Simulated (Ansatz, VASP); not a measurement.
# MgSiS3: VASP beside Ansatz, part 2 of 3

Wanted: the spread between two codes on one cell, functional and k mesh. The cell is generated by rule, not measured, and may not be a known phase. The cell is taken from a series of runs on this material, whose earlier steps may have relaxed, scaled, displaced or heated it; both programs get it as it stands.

VASP 6.6.1 and Ansatz 0.2.0.

So far: The starting structure; VASP: relaxation of cell and atoms, LDA, pair 1.

## Step 3: Ansatz: relaxation of cell and atoms, LDA, pair 1

Level of this step: Ansatz beside VASP: Kohn-Sham DFT, plane waves, LDA (Ansatz).

Ansatz runs on its PAW soft_1 files.

The same cell, functional (in two slightly different forms), mesh and smearing now go to Ansatz, which takes its cutoff from its data sets.

input.yaml reads:

```yaml
crystal:
  lattice:
    - [4.4685187904, 0.0, 0.0]
    - [0.0, 4.4685187904, 0.0]
    - [0.0, 0.0, 4.4685187904]
  atoms:
    - { symbol: Mg, position: [0.0, 0.0, 0.0] }
    - { symbol: Si, position: [0.5, 0.5, 0.5] }
    - { symbol: S, position: [0.5, 0.5, 0.0] }
    - { symbol: S, position: [0.5, 0.0, 0.5] }
    - { symbol: S, position: [0.0, 0.5, 0.5] }
kpoints:
  mp_grid: { grid: [8, 8, 8] }
hamiltonian:
  xc: lda
  pseudopotentials: { kind: paw, azcp: { folder: soft_1 }, xc_functional: pbe }
scf:
  occupations: { method: methfessel_paxton, width: 0.2 }
output:
  forces: true
  stress: true
  eigenvalues: true
relax:
  adjacent_minimum: "off"
  f_tol: 0.001
  max_steps: 60
  cell: { stress_tol: 0.01 }
```

The run is started by

```bash
ansatz run input.yaml --threads 4 --pin off --max-ram 16384MiB --backend cpu --events-out ev --progress --plain --runs-dir out
```

Numbers of over 12 decimals in the logs are rounded to 6 here.

Log:

```text
Engine: ansatz 0.2.0, aarch64-unknown-linux-gnu
Pseudopotentials: kind: paw
Pseudopotential: Mg, paw, valence charge 10, recommended cutoff 420 eV (normal), soft_1/Mg.paw.azcp
Pseudopotential: Si, paw, valence charge 4, recommended cutoff 420 eV (normal), soft_1/Si.paw.azcp
Pseudopotential: S, paw, valence charge 6, recommended cutoff 420 eV (normal), soft_1/S.paw.azcp
Functional definition: SPW92
  exchange = slater_x
  correlation = pw_c
Crystal: 5 atoms, lattice volume = 89.226 Å³
Basis set: ecut = 420 eV, 1743 PW (Γ)
Bands: 21, of which v1, the nominal top of the filled ones, is band 16 counted from 1 (15 counted from 0)
Symmetry: 48 space group operations
Space group: Pm-3m (ITA 221), of the structure as read, at distance tolerance 4.5e-5 Å
k-points: 35 of 512
Non-local potential: Mg, projectors of the file, l = 0: 3, l = 1: 2, l = 2: 1
Non-local potential: Si, projectors of the file, l = 0: 2, l = 1: 2, l = 2: 1
Non-local potential: S, projectors of the file, l = 0: 2, l = 1: 2, l = 2: 1
PAW form: soft (Blöchl's): semilocal exchange-correlation on the pseudo side does not see the compensation charge
PAW frozen core: Mg, regenerated for the run's functional, and the local potential with it (the file was generated under x = pbe(κ = 0.804, μ = 0.219515), c = pbe(β = 0.066725))
PAW frozen core: Si, regenerated for the run's functional, and the local potential with it (the file was generated under x = pbe(κ = 0.804, μ = 0.219515), c = pbe(β = 0.066725))
PAW frozen core: S, regenerated for the run's functional, and the local potential with it (the file was generated under x = pbe(κ = 0.804, μ = 0.219515), c = pbe(β = 0.066725))
PAW one-centre angular grid: Mg, 110 points (default); XC on 64 Gauss nodes
PAW one-centre angular grid: Si, 110 points (default); XC on 64 Gauss nodes
PAW one-centre angular grid: S, 110 points (default); XC on 64 Gauss nodes
Initial density: superposition of atomic densities (chi_scale 0.1, normalization cell, long waves kept (reshape's long-wave potential 0.01 eV rms))
Initial wavefunctions: pseudopotential atomic-orbital guess
Functional: x = slater, c = lda
SCF iter   1: F=—  HF=-5120.434223 eV  |F-HF|=—  |Δ(HF+E_count)|=         —  Δρ=3.31e-2  dr2=7.39e-1  ethr=3.10e-3  ⟨swp⟩=6.6  Hψ=4283  notcnv=0
preconditioner: auto → Kerker (q_TF=auto, 2.300 Å⁻¹)  [metal: Δε(μ)=0.020 eV  Ē_g=9.517 eV  σ=0.200 eV  W_gap=0.08  n_scr=18 (ndim 8)  ℏωp=19.3 eV  f_vac=0.000  D(μ)=2.31/eV (n_scr^D=18)]
SCF iter   2: F=—  HF=-5120.286558 eV  |F-HF|=—  |Δ(HF+E_count)|=   1.48e-1  S|Δr|=    0.00e0  Δρ=1.77e-2  dr2=2.00e-1  ethr=2.31e-3  ⟨swp⟩=1.9  Hψ=1090  notcnv=0  defer=8
SCF iter   3: F=—  HF=-5120.260021 eV  |F-HF|=—  |Δ(HF+E_count)|=   2.65e-2  S|Δr|=    0.00e0  Δρ=2.89e-3  dr2=7.78e-3  ethr=6.26e-4  ⟨swp⟩=2.9  Hψ=1345  notcnv=0  defer=8
SCF iter   4: F=—  HF=-5120.260132 eV  |F-HF|=—  |Δ(HF+E_count)|=   1.11e-4  S|Δr|=    0.00e0  Δρ=6.92e-4  dr2=9.80e-4  ethr=2.43e-5  ⟨swp⟩=2.3  Hψ=979  notcnv=0  defer=8
SCF iter   5: F=—  HF=-5120.259910 eV  |F-HF|=—  |Δ(HF+E_count)|=   2.23e-4  S|Δr|=    0.00e0  Δρ=2.23e-4  dr2=4.35e-5  ethr=3.06e-6  ⟨swp⟩=2.6  Hψ=1225  notcnv=0  defer=8
SCF iter   6: F=—  HF=-5120.259883 eV  |F-HF|=—  |Δ(HF+E_count)|=   2.63e-5  S|Δr|=    0.00e0  Δρ=6.67e-5  dr2=4.47e-6  ethr=1.36e-7  ⟨swp⟩=2.1  Hψ=1222  notcnv=0  defer=10
SCF iter   7: F=—  HF=-5120.259882 eV  |F-HF|=—  |Δ(HF+E_count)|=   7.03e-7  S|Δr|=    0.00e0  Δρ=1.36e-5  dr2=2.43e-7  ethr=1.40e-8  ⟨swp⟩=2.4  Hψ=1234  notcnv=0  defer=11
SCF iter   8: F=-5120.259882 eV  HF=-5120.259882 eV  |F-HF|=2.84e-10  |Δ(HF+E_count)|=   5.76e-8  S|Δr|=    0.00e0  Δρ=1.94e-6  dr2=4.12e-9  ethr=3.13e-10  ⟨swp⟩=8.5  Hψ=3558  notcnv=0
SCF 1 converged in 8 iterations: F = -5120.259882 eV  dr2 = 4.12e-9
  greatest PAW one-centre occupation: 1.000 electrons in one spin orbital (limit 2), on the Mg atom at site 0 (counted from 0), in its partial waves of l = 0
relax step   1: F+E_penalty+E_count = -5120.25988243 eV  Δ(F+E_penalty+E_count) = +0.000e0 eV  max|allowed force component| = 6.764e-30 eV/Å  Δτ_max = 0.0000 Å  P = +0.004 GPa  Ω = 89.226 Å³  (8 SCF iters, dr2 threshold 1.00e-7 eV, accepted)
Initial density: handed on by an earlier stage of this run
Initial wavefunctions: pseudopotential atomic-orbital guess (no wavefunctions were taken with the density)
iter 1 solved again at ethr=9.40e-7 eV; its pass at ethr=3.10e-3 eV (dr2=3.01e-4 eV) is discarded
SCF iter   1: F=—  HF=-5120.259882 eV  |F-HF|=—  |Δ(HF+E_count)|=         —  Δρ=3.74e-6  dr2=1.80e-8  ethr=9.40e-7  ⟨swp⟩=3.5  Hψ=6172  notcnv=0
eigensolver tolerance schedule: the retry pair's looser diagonalisation over-reported the residual by 16688.28 of it (diagonalisation noise at an unbounded share of the residual, at the tolerance the schedule requests for it); recorded, not acted on — ethr = c·dr2/N_el stays at c = 1.0e-1
preconditioner: auto → Resta (q_TF=auto, 2.300 Å⁻¹)  ε∞=5.2  [insulator: Δε(μ)=0.138 eV  Ē_g=9.415 eV  σ=0.200 eV  W_gap=0.53  n_scr=18 (ndim 8)  ℏωp=19.3 eV  f_vac=0.000  D(μ)=1.71/eV (n_scr^D=6)  ε∞_Penn≈5.2]
SCF iter   2: F=—  HF=-5120.259882 eV  |F-HF|=—  |Δ(HF+E_count)|=   8.19e-7  S|Δr|=    0.00e0  Δρ=2.62e-6  dr2=6.57e-9  ethr=5.63e-11  ⟨swp⟩=4.2  Hψ=2055  notcnv=0
SCF iter   3: F=—  HF=-5120.259882 eV  |F-HF|=—  |Δ(HF+E_count)|=   1.20e-9  S|Δr|=    0.00e0  Δρ=1.60e-6  dr2=2.37e-9  ethr=2.05e-11  ⟨swp⟩=1.2  Hψ=802  notcnv=0
SCF iter   4: F=—  HF=-5120.259882 eV  |F-HF|=—  |Δ(HF+E_count)|=  2.91e-10  S|Δr|=    0.00e0  Δρ=5.58e-7  dr2=3.98e-10  ethr=7.40e-12  ⟨swp⟩=2.1  Hψ=1136  notcnv=0
SCF iter   5: F=—  HF=-5120.259882 eV  |F-HF|=—  |Δ(HF+E_count)|=  7.82e-11  S|Δr|=    0.00e0  Δρ=3.65e-7  dr2=1.48e-10  ethr=1.24e-12  ⟨swp⟩=1.1  Hψ=751  notcnv=0
SCF iter   6: F=—  HF=-5120.259882 eV  |F-HF|=—  |Δ(HF+E_count)|=  4.37e-11  S|Δr|=    0.00e0  Δρ=1.72e-7  dr2=3.23e-11  ethr=1.00e-12  ⟨swp⟩=1.0  Hψ=735  notcnv=0
SCF iter   7: F=—  HF=-5120.259882 eV  |F-HF|=—  |Δ(HF+E_count)|=  9.09e-12  S|Δr|=    0.00e0  Δρ=6.04e-8  dr2=4.01e-12  ethr=1.00e-12  ⟨swp⟩=1.0  Hψ=735  notcnv=0
SCF iter   8: F=-5120.259882 eV  HF=-5120.259882 eV  |F-HF|=0.00e0  |Δ(HF+E_count)|=    0.00e0  S|Δr|=    0.00e0  Δρ=4.60e-9  dr2=1.38e-14  ethr=1.00e-12  ⟨swp⟩=6.9  Hψ=3306  notcnv=0
SCF 2 converged in 8 iterations: F = -5120.259882 eV  dr2 = 1.38e-14
relax step   2: F+E_penalty+E_count = -5120.25988243 eV  Δ(F+E_penalty+E_count) = -3.110e-10 eV  max|allowed force component| = 6.074e-30 eV/Å  Δτ_max = 0.0000 Å  P = +0.004 GPa  Ω = 89.226 Å³  stress off target by 4.12e-3 GPa  SCF on the basis re-selected at this cell (its energy is not comparable with the rows above)  (8 SCF iters)
basis re-selected at this cell: Δ(F+E_penalty+E_count) = -3.110e-10 eV, ΔP = -0.000 GPa vs the last step (what re-selecting the basis moved, of the pressure what is left beyond the Pulay correction that the steps carried, after the strain that the cell walked since its last selection, with what the two solves' SCF thresholds leave and, on support functions, any second-order correction that the steps lacked; it is no  [...]
SCF converged after 8 iterations
Stability not checked: this state was not tested for a lower state beside it, because cold or Methfessel-Paxton smearing, or corrected tetrahedra, fill the levels in a way that the test cannot read (fill_not_monotonic; see scf.lower_state_search)
Free energy (F): -5120.259882 eV
Harris-Foulkes:  -5120.259882 eV  (|F-HF|=0.00e0)
Internal energy: -5120.262795 eV  (E = F + TS)
E sigma→0 (E₀):  -5120.260610 eV
Entropy (-TS):   0.002912 eV (0.582 meV/atom)
Fermi energy:    7.276201 eV
--- Per-component energies (eV) ---
  E_band       = -327.546762
  E_kinetic    = 437.156313
  E_local      = -2018.316501  (includes V_loc(G=0)·N_el)
  E_nonlocal   = 325.344376
  E_hartree    = 671.864800
  E_xc         = -349.665908
  E_vxc        = -334.636896  (∫ρ·V_xc dr)
  E_paw        = -2497.066768  (= ΣΔE_a)
  E_vpaw       = -80.823542  (= ΣTr[D̂ρ^β])
  E_aug_tail   = -0.000111  (compensation charges beyond the density's cutoff)
  E_ewald      = -1690.273399
  E_core_change = 0.694403  (= ΣΔE_core)
  E_smearing   = 0.002912  (= −TS)
  E_closure    = 0.000000  (closes the sum)
  Σ components = -5120.259882   (vs F -5120.259882, Δ=0.00e0)
--- Forces (eV/Å), atoms counted from 1 ---
  atom   1  Mg    -0.00000000     0.00000000    -0.00000000
  atom   2  Si     0.00000000    -0.00000000    -0.00000000
  atom   3  S      0.00000000    -0.00000000     0.00000000
  atom   4  S      0.00000000    -0.00000000    -0.00000000
  atom   5  S      0.00000000    -0.00000000    -0.00000000
  max |Σ_I F_I| component: 2.72e-29 eV/Å
--- Stress (GPa, compression-positive) ---
        0.004115      -0.000000       0.000000
        0.000000       0.004115       0.000000
        0.000000       0.000000       0.004115
  P = ⅓ Tr σ = 0.0041 GPa (0.041 kbar)
--- Band table (eV; the first three rows and the last of 35) ---
  k-point 0: bands = [... 12 lower, 6.0030, 6.0030, 6.1034, 6.1034, 6.1034, 8.4819, 11.3011, 11.3011, ... 1 higher]
  k-point 1: bands = [... 12 lower, 5.7496, 5.7496, 5.8485, 6.0814, 6.0814, 9.0371, 11.3721, 11.7657, ... 1 higher]
  k-point 2: bands = [... 12 lower, 5.1452, 5.4216, 5.5164, 6.1221, 6.1221, 10.0278, 11.5644, 11.8511, ... 1 higher]
  k-point 34: bands = [... 12 lower, 5.2964, 6.6452, 7.8567, 7.8567, 7.8567, 9.8438, 9.8438, 9.8438, ... 1 higher]
--- Relaxed structure (1 steps of the walk, 1 accepted, 1 SCFs on fresh bases) ---
  F+E_penalty+E_count = -5120.25988243 eV   max|allowed force component| = 6.074e-30 eV/Å   (the final SCF, on the basis selected at the relaxed cell)
  cell:  # Å, volume = 89.2259 Å³
    - [4.4685187904, 0.0, 0.0]
    - [0.0, 4.4685187904, 0.0]
    - [0.0, 0.0, 4.4685187904]
  atoms:
    - { symbol: Mg, position: [0.0, 0.0, 0.0] }
    - { symbol: Si, position: [0.5, 0.5, 0.5] }
    - { symbol: S, position: [0.5, 0.5, 0.0] }
    - { symbol: S, position: [0.5, 0.0, 0.5] }
    - { symbol: S, position: [0.0, 0.5, 0.5] }
```

The column dr2 measures how far the density is from self-consistency, as an energy; F and HF (Harris–Foulkes) agree once it is small.

## Step 4: Differences

Known differences besides the potentials themselves: the two LDA forms differ slightly; the data sets hold 32 valence electrons in Ansatz (on its PAW soft_1 files) and 24 in VASP; the cutoff is 420 eV in Ansatz and 600 eV in VASP; VASP's log shows a relativistic correction to its local exchange, Ansatz's none; Ansatz adds a Pulay correction to the stress that steers its cell, VASP none. Total energies have different zeros and are not compared.

Compared:

```tsv
quantity	Ansatz	VASP	difference
volume (Å³)	89.23	88.94	+0.32 %
edge a after relaxation, in the typed setting (Å)	4.468	4.464	+0.11 %
```

## Step 5: VASP: relaxation of cell and atoms, LDA, pair 2

The relaxed volume is the usual yardstick between codes: in a stiff, nearly cubic crystal its relative difference is about their pressure difference at one cell divided by the bulk modulus. This pair takes another cell of the material, with 10 atoms against 5 for the pair before.

INCAR reads:

```
SYSTEM = MgSiS3
PREC = Accurate
ENCUT = 600
EDIFF = 1E-07
NELM = 120
ISMEAR = 0
SIGMA = 0.01
LREAL = .FALSE.
ALGO = Normal
GGA = CA
NBANDS = 34
LORBIT = 11
LWAVE = .FALSE.
LCHARG = .FALSE.
ISIF = 3
IBRION = 2
NSW = 80
EDIFFG = -0.005
LASPH = .TRUE.
GGA_COMPAT = .FALSE.
NELMIN = 4
EFERMI = MIDGAP
KPAR = 2
```

POSCAR reads:

```
MgSiS3
1.0
    3.1022490000      1.7910840000      5.0271920000
   -3.1022490000      1.7910840000      5.0271920000
    0.0000000000     -3.5821690000      5.0271920000
Mg Si S
2 2 6
Direct
    0.7500000698      0.7500000698      0.7499998604
    0.2500000233      0.2500000233      0.2499999535
    0.5000000465      0.5000000465      0.4999999069
    0.0000000000      0.0000000000      0.0000000000
    0.1376040171      0.7500000562      0.3623959266
    0.8623960759      0.2500000368      0.6376038873
    0.3623961089      0.1376040307      0.7499998604
    0.6376039841      0.8623960624      0.2499999535
    0.2500001028      0.6376040636      0.8623958336
    0.7499999903      0.3623960294      0.1376039803
```

KPOINTS reads:

```
Automatic mesh
0
Gamma
6 6 6
0 0 0
```

Potentials, in the order of the species: Mg, Si and S (LDA family, release 64).

The run is started by

```bash
mpirun -np 2 vasp_std
```

Log:

```text
[banner, memory and clock lines left out]
running    2 mpi-ranks, on    1 nodes
[...]
LDA part: xc-table for (Slater(with rela. corr.)+CA(PZ))
 , standard interpolation
 POSCAR, INCAR and KPOINTS ok, starting setup
[...]
entering main loop
       N       E                     dE             d eps       ncg     rms          rms(c)
DAV:   1     0.229475601923E+03    0.22948E+03   -0.22082E+04  2176   0.136E+03
DAV:   2    -0.319296524955E+02   -0.26141E+03   -0.24640E+03  2784   0.212E+02
DAV:   3    -0.522465458943E+02   -0.20317E+02   -0.19958E+02  2776   0.611E+01
DAV:   4    -0.526469982085E+02   -0.40045E+00   -0.39905E+00  2704   0.101E+01
[...]
DAV:  11    -0.510663762492E+02    0.19303E-04   -0.61768E-05  2642   0.342E-02    0.218E-02
DAV:  12    -0.510663750255E+02    0.12238E-05   -0.71560E-06  2736   0.116E-02    0.111E-02
DAV:  13    -0.510663749980E+02    0.27470E-07   -0.40565E-07  2498   0.276E-03
   1 F= -.51066375E+02 E0= -.51066375E+02  d E =-.510664E+02
[...]
DAV:   5    -0.510666466980E+02    0.59993E-05   -0.72722E-06  2610   0.113E-02    0.189E-02
DAV:   6    -0.510666461328E+02    0.56517E-06   -0.87070E-07  2538   0.401E-03    0.373E-03
DAV:   7    -0.510666460837E+02    0.49091E-07   -0.11874E-07  1612   0.155E-03
   2 F= -.51066646E+02 E0= -.51066646E+02  d E =-.271086E-03
 trial-energy change:   -0.000271  1 .order   -0.000276   -0.001122    0.000569
 step:   0.6592(harm=  0.6635)  dis= 0.00003  next Energy=   -51.066743 (dE=-0.368E-03)
[...]
N       E                     dE             d eps       ncg     rms          rms(c)
DAV:   1    -0.510669984043E+02   -0.35227E-03   -0.54245E-03  2394   0.308E-01    0.126E-01
DAV:   2    -0.510667822681E+02    0.21614E-03   -0.48962E-04  2358   0.886E-02    0.455E-02
DAV:   3    -0.510667461255E+02    0.36143E-04   -0.14065E-04  2548   0.423E-02    0.157E-02
DAV:   4    -0.510667441076E+02    0.20179E-05   -0.51255E-06  2642   0.101E-02    0.102E-02
DAV:   5    -0.510667434416E+02    0.66593E-06   -0.79828E-07  2594   0.376E-03    0.639E-03
DAV:   6    -0.510667433714E+02    0.70198E-07   -0.86144E-08  1332   0.135E-03
   3 F= -.51066743E+02 E0= -.51066743E+02  d E =-.368373E-03
[...]
reached required accuracy - stopping structural energy minimisation
```

Parts of OUTCAR (step 5):

```text
  Total        0.0111483      0.0111483     -0.0263518      0.0000000      0.0000000      0.0000000
  in kB        0.1068564      0.1068564     -0.2525821      0.0000000      0.0000000      0.0000000
  external PRESSURE =      -0.0129564 kB  Pullay stress =       0.0000000 kB

 POSITION                                       TOTAL-FORCE (eV/Angst)
 -----------------------------------------------------------------------------------
      0.00000      0.00000     11.30210        -0.000000      0.000000     -0.000000
      0.00000      0.00000      3.76737        -0.000000      0.000000     -0.000000
      0.00000      0.00000      7.53473        -0.000000      0.000000     -0.000000
      0.00000      0.00000      0.00000        -0.000000      0.000000     -0.000000
     -1.89803      0.29137      6.27894         0.001274      0.002207      0.000000
      1.89803     -0.29137      8.79052        -0.001274     -0.002207     -0.000000
      0.69668     -1.78943      6.27894        -0.002548      0.000000      0.000000
     -0.69668      1.78943      8.79052         0.002548      0.000000     -0.000000
     -1.20135     -1.49806      8.79052        -0.001274      0.002207      0.000000
      1.20135      1.49806      6.27894         0.001274     -0.002207     -0.000000
 -----------------------------------------------------------------------------------
    total drift:                               -0.000107     -0.000394      0.000360

  FREE ENERGIE OF THE ION-ELECTRON SYSTEM (eV)
  ---------------------------------------------------
  free  energy   TOTEN  =       -51.0667433714 eV

  energy  without entropy=      -51.0667433714  energy(sigma->0) =      -51.06674337

[... 1 part as in an earlier step ...]

[... 3 further parts left out ...]
[key lines of the parts left out:]
E-fermi :   6.4973
```

The run keeps the 12 symmetry operations of its start, so it cannot find a distortion of lower symmetry.

## Step 6: Ansatz: relaxation of cell and atoms, LDA, pair 2

The same cell, functional (in two slightly different forms) and mesh now go to Ansatz, which takes its cutoff from its data sets.

The cell is taken from a series of runs on this material, whose earlier steps may have relaxed, scaled, displaced or heated it; both programs get it as it stands.

input.yaml, the sections that differ from step 3:

```yaml
crystal:
  lattice:
    - [3.1022492253, 1.7910844253, 5.0271919361]
    - [-3.1022492253, 1.7910844253, 5.0271919361]
    - [0.0, -3.5821688507, 5.0271919361]
  atoms:
    - { symbol: Mg, position: [0.75, 0.75, 0.75] }
    - { symbol: Mg, position: [0.25, 0.25, 0.25] }
    - { symbol: Si, position: [0.5, 0.5, 0.5] }
    - { symbol: Si, position: [0.0, 0.0, 0.0] }
    - { symbol: S, position: [0.1376040277, 0.75, 0.3623959723] }
    - { symbol: S, position: [0.8623959723, 0.25, 0.6376040277] }
    - { symbol: S, position: [0.3623959723, 0.1376040277, 0.75] }
    - { symbol: S, position: [0.6376040277, 0.8623959723, 0.25] }
    - { symbol: S, position: [0.25, 0.6376040277, 0.8623959723] }
    - { symbol: S, position: [0.75, 0.3623959723, 0.1376040277] }
kpoints:
  mp_grid: { grid: [6, 6, 6] }
scf:
  occupations: { method: fixed }
# hamiltonian, output, relax: as in step 3
```

The run is started by

```bash
ansatz run input.yaml --threads 4 --pin off --max-ram 16384MiB --backend cpu --events-out ev --progress --plain --runs-dir out
```

Log:

```text
[...]
Crystal: 10 atoms, lattice volume = 167.598 Å³
Basis set: ecut = 420 eV, 3287 PW (Γ)
Bands: 42, of which v1, the nominal top of the filled ones, is band 32 counted from 1 (31 counted from 0)
Symmetry: 12 space group operations
[...]
k-points: 32 of 216
[...]
- { symbol: Si, position: [0.5, 0.5, 0.500000] }
    - { symbol: Si, position: [0, 0, 0] }
    - { symbol: S, position: [0.137616, 0.750000, 0.362384] }
    - { symbol: S, position: [0.862384, 0.250000, 0.637616] }
    - { symbol: S, position: [0.362384, 0.137616, 0.750000] }
    - { symbol: S, position: [0.637616, 0.862384, 0.25] }
    - { symbol: S, position: [0.250000, 0.637616, 0.862384] }
    - { symbol: S, position: [0.750000, 0.362384, 0.137616] }
[key lines of the parts left out:]
SCF converged after 5 iterations
Free energy (F): -10244.965644 eV
Fermi energy:    7.757289 eV
P = ⅓ Tr σ = 0.0011 GPa (0.011 kbar)
```

## Step 7: Side by side

What differs besides the data sets and the points named for the pairs above, as far as they apply: fixed occupations in Ansatz, narrow Gaussian smearing in VASP; the data sets hold 64 valence electrons in Ansatz (on its PAW soft_1 files) and 48 in VASP. Total energies have different zeros and are not compared.

The two programs side by side:

```tsv
quantity	Ansatz	VASP	difference
volume (Å³)	167.60	167.15	+0.27 %
edge a after relaxation, in the typed setting (Å)	6.173	6.168	+0.08 %
```

[end of part 2 of 3]

[Lines on the potential files, build, host, timing and source positions are cut from VASP's logs without a mark.]

[Logs are printed without paths, hosts, clocks, repeated set-up lines and the standing remarks that a program may print on its own settings, such as how far it seeks lower states.]

[Hosts, paths, dates, database ids (printed as entryN), source tags and the programs' standing remarks are cut or masked in the printed files.]
